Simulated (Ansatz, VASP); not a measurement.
## TbMo: VASP beside Ansatz

Contents of INCAR:

```
SYSTEM = TbMo
PREC = Accurate
ENCUT = 520
EDIFF = 1E-6
ISMEAR = 0
SIGMA = 0.1
LREAL = .FALSE.
LASPH = .TRUE.
NELM = 150
ALGO = Normal
ISIF = 2
LWAVE = .FALSE.
LCHARG = .TRUE.
ISPIN = 2
MAGMOM = 0 1
LORBIT = 11
LMAXMIX = 6
GGA = PE
LELF = .TRUE.
LVHAR = .TRUE.
NBANDS = 28
```

The input KPOINTS:

```
regular mesh
0
G
  6 6 4
  0 0 0
```

The input POSCAR:

```
TbMo
1.0
    2.9542720038      0.0000000000      0.0000000000
    0.0000000000      2.9542720038      0.0000000000
    0.0000000000      0.0000000000      4.8779117476
Tb Mo
1 1
Direct
    0.0000000000      0.0000000000      0.5000000000
    0.5000000000      0.5000000000      0.0000000000
```

Input for Ansatz:

```yaml
crystal:
  lattice:
    - [2.9542720038, 0.0, 0.0]
    - [0.0, 2.9542720038, 0.0]
    - [0.0, 0.0, 4.8779117476]
  atoms:
    - { symbol: Tb, position: [0.0, 0.0, 0.5] }
    - { symbol: Mo, position: [0.5, 0.5, 0.0], spin: 1.0 }
basis:
  ecutwfc: 690
kpoints:
  mp_grid: { grid: [6, 6, 4] }
hamiltonian:
  xc: pbe
  pseudopotentials:
    kind: paw
    azcp: { Tb: "pseudopotentials/pbe/nc/lanthanide_3plus/Tb.nc.azcp" }
scf:
  occupations: { method: gaussian, width: 0.1 }
  lower_state_search: "off"
output:
  forces: true
  stress: true
  eigenvalues: true
  populations: true
magnetization:
  spin_polarized: true
```

Alike in both runs: task single point; functional PBE; k mesh 6 × 6 × 4; occupations gaussian, width 0.1 eV; collinear spin.

```csv
,VASP,Ansatz
version,VASP 6.6.1,Ansatz 0.2.0
potentials or method,"VASP PAW PBE potentials, release 64 (Tb, Mo_sv)","scalar-relativistic, plane waves, PAW"
plane-wave cutoff (eV),520,690
valence electrons in the cell,33,25
```

Ansatz gave:

```
gap on the k mesh at the Fermi level (eV)                     : none
pressure (GPa)                                                : 0.0
largest component of the traceless stress (GPa)               : 0.12
net moment per atom (μB)                                      : 0.00
size of the moment on the site where the two differ most (μB) : 0.00
```

Problem. Which values does VASP return?

Solution. gap on the k mesh at the Fermi level (eV): none; pressure (GPa): -2.5; largest component of the traceless stress (GPa): 2.87; net moment per atom (μB): 0.10; size of the moment on the site where the two differ most (μB): 0.17.

Site moments also hang on the region over which each program counts them. A gap of «none» marks a metal or a gap that the smearing closes. The two sets of potentials don't hold the same shells in valence. Ansatz warned: «seeded_moment_not_kept».

Caveats: the magnetic or orbital state may not be the lowest; spin-orbit coupling is left out, which moves the levels of the heavy elements; without U or exact exchange the open f shell lies at the Fermi level, which spoils levels, moments and volumes. The state reached can hang on the start; a lower one may exist.
